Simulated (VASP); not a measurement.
Here is the system:

```yaml
crystal:
  lattice:
    - [2.69739, -2.69776, 0.00000]
    - [2.69739, 2.69776, 0.00000]
    - [0.00000, 0.00000, 9.80799]
  atoms:
    - { symbol: Sn, position: [0.74402, 0.25598, 0.86734] }
    - { symbol: Sn, position: [0.25598, 0.74402, 0.13266] }
    - { symbol: Sn, position: [0.75598, 0.24402, 0.36734] }
    - { symbol: Sn, position: [0.24402, 0.75598, 0.63266] }
    - { symbol: O, position: [0.25589, 0.24411, 0.25000] }
    - { symbol: O, position: [0.74411, 0.75589, 0.75000] }
    - { symbol: O, position: [0.24411, 0.25589, 0.75000] }
    - { symbol: O, position: [0.75589, 0.74411, 0.25000] }
```

Computed with r2SCAN meta-GGA, VASP's PBE PAW potentials (set 64) (plane waves; VASP). Numerical set-up: 520 eV cut-off, 7×7×3 Γ-centred mesh, tetrahedra with Blöchl corrections, potentials Sn_d O.

Unless said otherwise, spin-orbit coupling is left out, though it shifts the bands of the heavy elements here.

Tabulate the total density of states (states/eV per cell) against energy (eV; zero at the valence-band maximum or, without a gap, the Fermi level).

```
E (eV) | DOS (states/eV)
    -9.91 |  0.00
    -9.69 |  0.00
    -9.46 |  0.00
    -9.24 | ######## 2.14
    -9.02 | ################# 4.55
    -8.79 | ################ 4.13
    -8.46 | ################### 5.04
    -8.24 | ############# 3.50
    -8.01 | ###### 1.62
    -7.79 | ####### 1.74
    -7.57 | ######### 2.36
    -7.34 | ###### 1.70
    -7.12 | ####### 1.94
    -6.90 | ########### 2.88
    -6.67 | ############# 3.31
    -6.45 | ####################### 5.99
    -6.23 | ###################### 5.79
    -6.01 | ################### 4.96
    -5.67 | ######################## 6.31
    -5.45 | ############################## 7.88
    -5.23 | ######### 2.39
    -5.00 | ####### 1.88
    -4.78 | ################# 4.41
    -4.56 | ################## 4.80
    -4.33 | ################# 4.35
    -4.11 | ##################### 5.42
    -3.89 | ############### 3.94
    -3.66 | ################### 4.93
    -3.44 | ##################### 5.49
    -3.22 | #################### 5.35
    -2.88 | ############### 4.06
    -2.66 | ########### 2.96
    -2.44 | ############### 4.02
    -2.21 | ######## 1.97
    -1.99 | #################### 5.29
    -1.77 | ######### 2.45
    -1.54 | ####### 1.91
    -1.32 | ###### 1.68
    -1.10 | #### 1.10
    -0.88 | ### 0.78
    -0.65 | ### 0.66
    -0.43 | ## 0.62
    -0.10 | # 0.25
     0.13 |  0.00
     0.35 |  0.00
     0.57 |  0.08
     0.80 | # 0.19
     1.02 | ## 0.46
     1.24 | ## 0.52
     1.47 | ## 0.63
     1.69 | ###### 1.48
     1.91 | ############# 3.42
     2.14 | ############### 3.89
     2.36 | ############## 3.55
     2.69 | ################### 4.89
     2.92 | ############## 3.74
     3.14 | ############# 3.54
     3.36 | ##################### 5.42
     3.59 | ############# 3.41
     3.81 | ######### 2.46
```
Within 2 eV below the valence-band maximum the largest weight inside VASP's projection spheres is O p, then Sn s.

The structure comes from a computed database's SnO entry (Cmce); how it stands against other phases isn't given here. It was relaxed first, which changed the volume by -7 %.
